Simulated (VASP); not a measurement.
Computed with PW91 GGA, VASP's PBE PAW potentials (set 64) (plane waves; VASP).

A VASP calculation is set up with these files.

File KPOINTS:
```
Automatic mesh
0
Gamma
15 15 9
0 0 0
```

### INCAR
```
SYSTEM = Ru
PREC = Accurate
ENCUT = 520
EDIFF = 1E-7
NELM = 100
ALGO = Normal
LREAL = .FALSE.
LASPH = .TRUE.
ISMEAR = 1
SIGMA = 0.1
GGA = 91
LMAXMIX = 4
LWAVE = .FALSE.
LCHARG = .FALSE.
ISIF = 4
IBRION = 2
NSW = 30
EDIFFG = -0.01
```

POSCAR:
```
Ru
1
    1.3634620174    -2.3615856470     0.0000000000
    1.3634620174     2.3615856470     0.0000000000
    0.0000000000     0.0000000000     4.2956062151
Ru
2
Direct
  0.3333330000   0.6666670000   0.2500000000
  0.6666670000   0.3333330000   0.7500000000
```

POTCAR, in this order: Ru_pv (PBE.64 set). Program: vasp_std.

Output

**OSZICAR**
```
       N       E                     dE             d eps       ncg     rms          rms(c)
DAV:   1     0.284363700260E+03    0.28436E+03   -0.18164E+04  4868   0.173E+03
DAV:   2    -0.129534002373E+02   -0.29732E+03   -0.29156E+03  5072   0.492E+02
DAV:   3    -0.197531158768E+02   -0.67997E+01   -0.65422E+01  5126   0.790E+01
DAV:   4    -0.198296654072E+02   -0.76550E-01   -0.75574E-01  5876   0.723E+00
DAV:   5    -0.198307924484E+02   -0.11270E-02   -0.11270E-02  5300   0.837E-01    0.172E+01
DAV:   6    -0.185242307107E+02    0.13066E+01   -0.37065E+00  4906   0.198E+01    0.424E+00
DAV:   7    -0.184442684275E+02    0.79962E-01   -0.24624E-01  5000   0.462E+00    0.104E+00
DAV:   8    -0.184359501552E+02    0.83183E-02   -0.64253E-03  4998   0.948E-01    0.156E-01
DAV:   9    -0.184359516375E+02   -0.14823E-05   -0.51111E-04  6224   0.243E-01    0.416E-02
DAV:  10    -0.184359642598E+02   -0.12622E-04   -0.15063E-05  5236   0.398E-02    0.641E-03
DAV:  11    -0.184359659493E+02   -0.16895E-05   -0.79070E-07  5740   0.770E-03    0.308E-03
DAV:  12    -0.184359655011E+02    0.44818E-06   -0.40201E-08  2696   0.206E-03    0.585E-04
DAV:  13    -0.184359655590E+02   -0.57838E-07   -0.70846E-09  2508   0.777E-04
   1 F= -.18435966E+02 E0= -.18435371E+02  d E =-.184360E+02
       N       E                     dE             d eps       ncg     rms          rms(c)
DAV:   1    -0.184451287998E+02   -0.91633E-02   -0.34550E-01  4906   0.511E+00    0.578E-01
DAV:   2    -0.184376463254E+02    0.74825E-02   -0.10583E-02  4910   0.963E-01    0.236E-01
DAV:   3    -0.184361650625E+02    0.14813E-02   -0.49407E-03  5860   0.488E-01    0.516E-02
DAV:   4    -0.184361691613E+02   -0.40988E-05   -0.14911E-04  5890   0.142E-01    0.323E-02
DAV:   5    -0.184361700732E+02   -0.91198E-06   -0.13543E-05  6452   0.288E-02    0.126E-02
DAV:   6    -0.184361699296E+02    0.14362E-06   -0.17337E-06  5088   0.156E-02    0.140E-03
DAV:   7    -0.184361699310E+02   -0.13724E-08   -0.74263E-08  2620   0.275E-03
   2 F= -.18436170E+02 E0= -.18435691E+02  d E =-.204372E-03
       N       E                     dE             d eps       ncg     rms          rms(c)
DAV:   1    -0.184376625063E+02   -0.14926E-02   -0.52105E-02  4906   0.199E+00    0.225E-01
DAV:   2    -0.184365362295E+02    0.11263E-02   -0.15884E-03  4898   0.381E-01    0.919E-02
DAV:   3    -0.184363124945E+02    0.22373E-03   -0.75414E-04  5852   0.192E-01    0.202E-02
DAV:   4    -0.184363130912E+02   -0.59665E-06   -0.23235E-05  5886   0.560E-02    0.126E-02
DAV:   5    -0.184363131510E+02   -0.59809E-07   -0.21620E-06  6434   0.109E-02    0.543E-03
DAV:   6    -0.184363130020E+02    0.14903E-06   -0.35438E-07  3472   0.709E-03    0.576E-04
DAV:   7    -0.184363130007E+02    0.12501E-08   -0.27252E-08  2486   0.168E-03
   3 F= -.18436313E+02 E0= -.18435778E+02  d E =-.347442E-03
```

### OUTCAR
```
------------------------ aborting loop because EDIFF is reached ----------------------------------------
  FORCE on cell =-STRESS in cart. coord.  units (eV):
  Direction    XX          YY          ZZ          XY          YZ          ZX
  --------------------------------------------------------------------------------------
  Total       -0.0119783     -0.0119783     -0.0117491     -0.0000000      0.0000000      0.0000000
  in kB       -0.6937547     -0.6937548     -0.6804764     -0.0000000      0.0000000      0.0000000
  external PRESSURE =      -0.6893286 kB  Pullay stress =       0.0000000 kB
  volume of cell :       27.66
      direct lattice vectors                 reciprocal lattice vectors
     1.361686076 -2.358509625  0.000000000     0.367191828 -0.211998287 -0.000000000
     1.361686076  2.358509625 -0.000000000     0.367191828  0.211998287  0.000000000
     0.000000000 -0.000000000  4.306818375     0.000000000  0.000000000  0.232189963
 POSITION                                       TOTAL-FORCE (eV/Angst)
 -----------------------------------------------------------------------------------
      1.36169      0.78617      1.07670         0.000000     -0.000000      0.000000
      1.36169     -0.78617      3.23011         0.000000      0.000000      0.000000
 -----------------------------------------------------------------------------------
    total drift:                               -0.000000      0.000517     -0.000046
  FREE ENERGIE OF THE ION-ELECTRON SYSTEM (eV)
  ---------------------------------------------------
  free  energy   TOTEN  =       -18.4363130007 eV

  energy  without entropy=      -18.4347091831  energy(sigma->0) =      -18.43577839

 reached required accuracy - stopping structural energy minimisation
```
(Selected blocks of OUTCAR.)

**CONTCAR**
```
Ru
   1.00000000000000
     1.3616860758909370   -2.3585096254445785    0.0000000000000000
     1.3616860758909370    2.3585096254445785   -0.0000000000000000
     0.0000000000000000   -0.0000000000000000    4.3068183745490822
  Ru
     2
Direct
     0.3333330000000032    0.6666669999999968    0.2500000000000000
     0.6666669999999968    0.3333330000000032    0.7500000000000000
```

The compound is Ru in the hcp structure. This run relaxes it. Symmetry was kept, so distortions that lower it aren't found.
